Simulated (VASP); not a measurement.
OSZICAR of a VASP run on Ni (fcc):

OSZICAR:
```
       N       E                     dE             d eps       ncg     rms          rms(c)
DAV:   1     0.244799939769E+02    0.24480E+02   -0.48635E+03  5420   0.143E+03
DAV:   2    -0.366538099448E+01   -0.28145E+02   -0.26973E+02  5277   0.163E+02
DAV:   3    -0.409459965540E+01   -0.42922E+00   -0.42851E+00  6046   0.265E+01
DAV:   4    -0.409857848626E+01   -0.39788E-02   -0.39781E-02  5957   0.224E+00
DAV:   5    -0.409868715158E+01   -0.10867E-03   -0.10866E-03  5971   0.325E-01    0.101E+01
DAV:   6    -0.339643744915E+01    0.70225E+00   -0.17818E+01  5453   0.690E+01    0.608E+00
DAV:   7    -0.304424348412E+01    0.35219E+00   -0.30616E+00  5500   0.267E+01    0.182E+00
DAV:   8    -0.302868837032E+01    0.15555E-01   -0.18809E-02  7478   0.160E+00    0.918E-01
DAV:   9    -0.302611615496E+01    0.25722E-02   -0.16490E-03  7687   0.395E-01    0.254E-01
DAV:  10    -0.302544432316E+01    0.67183E-03   -0.68937E-04  7544   0.227E-01    0.297E-02
DAV:  11    -0.302544160511E+01    0.27180E-05   -0.22488E-05  6569   0.504E-02    0.308E-02
DAV:  12    -0.302544247451E+01   -0.86939E-06   -0.74594E-07  3165   0.108E-02
   1 F= -.30254425E+01 E0= -.30255622E+01  d E =-.302544E+01  mag=     0.5890
       N       E                     dE             d eps       ncg     rms          rms(c)
DAV:   1    -0.432928621485E+01   -0.13038E+01   -0.20909E+01  5447   0.759E+01    0.982E+00
DAV:   2    -0.336649566556E+01    0.96279E+00   -0.17212E+01  5437   0.691E+01    0.449E+00
DAV:   3    -0.305475768034E+01    0.31174E+00   -0.24033E+00  5413   0.248E+01    0.151E+00
DAV:   4    -0.303044066930E+01    0.24317E-01   -0.16348E-02  6211   0.112E+00    0.794E-01
DAV:   5    -0.302420104851E+01    0.62396E-02   -0.78813E-03  6814   0.710E-01    0.335E-01
DAV:   6    -0.302425724328E+01   -0.56195E-04   -0.68591E-04  6211   0.269E-01    0.107E-01
DAV:   7    -0.302424564065E+01    0.11603E-04   -0.39443E-05  6186   0.930E-02    0.280E-02
DAV:   8    -0.302424309539E+01    0.25453E-05   -0.16940E-06  4530   0.154E-02    0.514E-03
DAV:   9    -0.302424271068E+01    0.38470E-06   -0.14046E-07  2645   0.408E-03
   2 F= -.30242427E+01 E0= -.30242874E+01  d E =0.119976E-02  mag=     0.5754
       N       E                     dE             d eps       ncg     rms          rms(c)
DAV:   1    -0.337729943033E+01   -0.35306E+00   -0.55825E+00  5417   0.419E+01    0.493E+00
DAV:   2    -0.315026264149E+01    0.22704E+00   -0.52224E+00  5468   0.337E+01    0.255E+00
DAV:   3    -0.304591039583E+01    0.10435E+00   -0.77152E-01  5413   0.145E+01    0.842E-01
DAV:   4    -0.303928562921E+01    0.66248E-02   -0.42569E-03  5694   0.667E-01    0.451E-01
DAV:   5    -0.303834217057E+01    0.94346E-03   -0.22530E-03  6926   0.381E-01    0.922E-02
DAV:   6    -0.303834545700E+01   -0.32864E-05   -0.37489E-05  5594   0.847E-02    0.523E-02
DAV:   7    -0.303835909857E+01   -0.13642E-04   -0.52526E-06  5695   0.348E-02    0.169E-02
DAV:   8    -0.303835963258E+01   -0.53401E-06   -0.87799E-07  2687   0.126E-02
   3 F= -.30383596E+01 E0= -.30384197E+01  d E =-.129172E-01  mag=     0.5822
```

### Question
Which electronic solver shows in the log?

### Answer
It is blocked Davidson (ALGO = Normal, or the opening steps of other solvers). The INCAR had ALGO = Normal.

### Question
How was spin treated?

### Answer
Collinear spin (ISPIN = 2): the summary line carries one mag value, 0.58 μB in the cell.

### Question
Can the final energy be trusted as converged?

### Answer
The run converged. It stopped with EDIFF = 1E-6, NELM = 100, NSW = 60 and EDIFFG = -0.01 after 3 ionic steps (vdW-DF-cx, plane waves, VASP's PBE PAW potentials (set 64)). Energy and stress use the plane-wave basis of the starting cell.

The compound is Ni in the fcc structure. This run relaxes it. Symmetry was kept, so distortions that lower it aren't found.
